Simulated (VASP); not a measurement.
Calculation: PBEsol GGA, VASP's PBE PAW potentials (set 64) (plane waves; VASP 6.6.1).

Input for VASP

File POSCAR:
```
Zn4SSe3
1
    5.5666914281     0.0000000000    -0.0000000000
    0.0000000000     5.5666914281    -0.0000000000
    0.0000000000    -0.0000000000     5.5666914281
Zn Se S
4 3 1
Direct
  0.0069549959   0.9930450041   0.9930450041
  0.4930450041   0.5069549959   0.9930450041
  0.4930450041   0.9930450041   0.5069549959
  0.0069549959   0.5069549959   0.5069549959
  0.2500000000   0.2500000000   0.2500000000
  0.7500000000   0.7500000000   0.2500000000
  0.7500000000   0.2500000000   0.7500000000
  0.2500000000   0.7500000000   0.7500000000
```

KPOINTS:
```
k-points along high-symmetry lines
15
Line-mode
Reciprocal
  0.000000   0.000000   0.000000 ! GAMMA
  0.000000   0.500000   0.000000 ! X

  0.000000   0.500000   0.000000 ! X
  0.500000   0.500000   0.000000 ! M

  0.500000   0.500000   0.000000 ! M
  0.000000   0.000000   0.000000 ! GAMMA

  0.000000   0.000000   0.000000 ! GAMMA
  0.500000   0.500000   0.500000 ! R

  0.500000   0.500000   0.500000 ! R
  0.000000   0.500000   0.000000 ! X

  0.500000   0.500000   0.500000 ! R
  0.500000   0.500000   0.000000 ! M
```

INCAR:
```
# general
SYSTEM   =  Zn4SSe3
PREC     =  Accurate
ENCUT    =  400
LREAL    =  .False.
LASPH    =  .True.
ICHARG   =  11

# electronic loop
EDIFF    =  1E-7
NELM     =  100
ALGO     =  Normal
LMAXMIX  =  4

# smearing
ISMEAR   =  0
SIGMA    =  0.05

# functional
GGA      =  PS

# output
LWAVE    =  .False.
LCHARG   =  .False.
LORBIT   =  11
```

POTCAR, in this order: Zn Se S (PBE.64 set). Program: vasp_std. Read from the step before: CHGCAR.

The run wrote:

File OUTCAR:
```
 ion  position               nearest neighbor table
   1  0.007  0.993  0.993-   8 2.34   6 2.43   7 2.43   5 2.43
   2  0.493  0.507  0.993-   8 2.34   6 2.43   7 2.43   5 2.43
   3  0.493  0.993  0.507-   8 2.34   6 2.43   7 2.43   5 2.43
   4  0.007  0.507  0.507-   8 2.34   6 2.43   7 2.43   5 2.43
   5  0.250  0.250  0.250-   1 2.43   2 2.43   3 2.43   4 2.43
   6  0.750  0.750  0.250-   1 2.43   2 2.43   3 2.43   4 2.43
   7  0.750  0.250  0.750-   1 2.43   2 2.43   3 2.43   4 2.43
   8  0.250  0.750  0.750-   1 2.34   2 2.34   3 2.34   4 2.34
  LATTYP: Found a simple cubic cell.
 ALAT       =     5.5666914281
 Subroutine PRICEL returns:
 Original cell was already a primitive cell.
 Subroutine GETGRP returns: Found 24 space group operations
The static configuration has the point symmetry C_3v.
 The point group associated with its full space group is T_d .
The dynamic configuration has the point symmetry C_3v.
 Subroutine INISYM returns: Found 24 space group operations
   k-points           NKPTS =     90   k-points in BZ     NKDIM =     90   number of bands    NBANDS=     43
   number of dos      NEDOS =    301   number of ions     NIONS =      8
   total plane-waves  NPLWV =  46656
   dimension x,y,z NGX =    36 NGY =   36 NGZ =   36
   dimension x,y,z NGXF=    72 NGYF=   72 NGZF=   72
   ions per type =               4   3   1
   PREC   = accura    normal or accurate (medium, high low for compatibility)
...
```

File OSZICAR:
```
       N       E                     dE             d eps       ncg     rms          rms(c)
DAV:   1     0.500712579286E+03    0.50071E+03   -0.29016E+04  7740   0.165E+03
DAV:   2     0.343862800134E+02   -0.46633E+03   -0.45459E+03  7903   0.388E+02
DAV:   3    -0.244583017486E+02   -0.58845E+02   -0.57672E+02  8669   0.134E+02
DAV:   4    -0.266258114061E+02   -0.21675E+01   -0.21601E+01  8998   0.248E+01
DAV:   5    -0.266517547567E+02   -0.25943E-01   -0.25931E-01  8848   0.255E+00
DAV:   6    -0.266522805886E+02   -0.52583E-03   -0.52575E-03  8954   0.354E-01
DAV:   7    -0.266522940497E+02   -0.13461E-04   -0.13460E-04  8910   0.571E-02
DAV:   8    -0.266522945243E+02   -0.47455E-06   -0.47454E-06  8896   0.106E-02
DAV:   9    -0.266522945414E+02   -0.17089E-07   -0.17074E-07  6497   0.199E-03
   1 F= -.26652295E+02 E0= -.26652295E+02  d E =-.551609E-15
```

### OUTCAR
```
 val. band max:        1.7994067761   @ k =   0.0000   0.0000   0.0000

 cond. band min:       3.1873807260   @ k =   0.0000   0.0000   0.0000



 k-point     1 :       0.0000    0.0000    0.0000
  band No.  band energies     occupation
      1     -11.6015      2.00000
      2     -10.4867      2.00000
      3     -10.4152      2.00000
      4     -10.4152      2.00000
      5      -4.8416      2.00000
      6      -4.8416      2.00000
      7      -4.8416      2.00000
      8      -4.7865      2.00000
      9      -4.7865      2.00000
     10      -4.7865      2.00000
     11      -4.5273      2.00000
     12      -4.5273      2.00000
     13      -4.5273      2.00000
     14      -4.5099      2.00000
     15      -4.5099      2.00000
     16      -4.5099      2.00000
     17      -4.3898      2.00000
     18      -4.3898      2.00000
     19      -4.3316      2.00000
     20      -4.3316      2.00000
     21      -4.3316      2.00000
     22      -4.2114      2.00000
     23      -4.2114      2.00000
     24      -4.1660      2.00000
     25      -3.0576      2.00000
     26      -3.0576      2.00000
     27      -3.0576      2.00000
     28      -0.6428      2.00000
     29      -0.6428      2.00000
     30      -0.6428      2.00000
     31      -0.3976      2.00000
     32      -0.3976      2.00000
     33      -0.3976      2.00000
     34       1.7994      2.00000
     35       1.7994      2.00000
     36       1.7994      2.00000
     37       3.1874      0.00000
     38       4.5413      0.00000
     39       4.5413      0.00000
     40       4.9315      0.00000
     41       5.2789      0.00000
     42       5.2789      0.00000
     43       5.2789      0.00000

 k-point     2 :       0.0000    0.0357    0.0000
  band No.  band energies     occupation
      1     -11.5984      2.00000
      2     -10.4881      2.00000
      3     -10.4181      2.00000
      4     -10.4151      2.00000
      5      -4.8418      2.00000
      6      -4.8404      2.00000
...
```

The density is held fixed in this step, so its total energy and stress have no physical meaning.

The structure was generated: Zn4SSe3 was put into an ordered model structure (P-43m), which need not be its known phase. It was relaxed first.
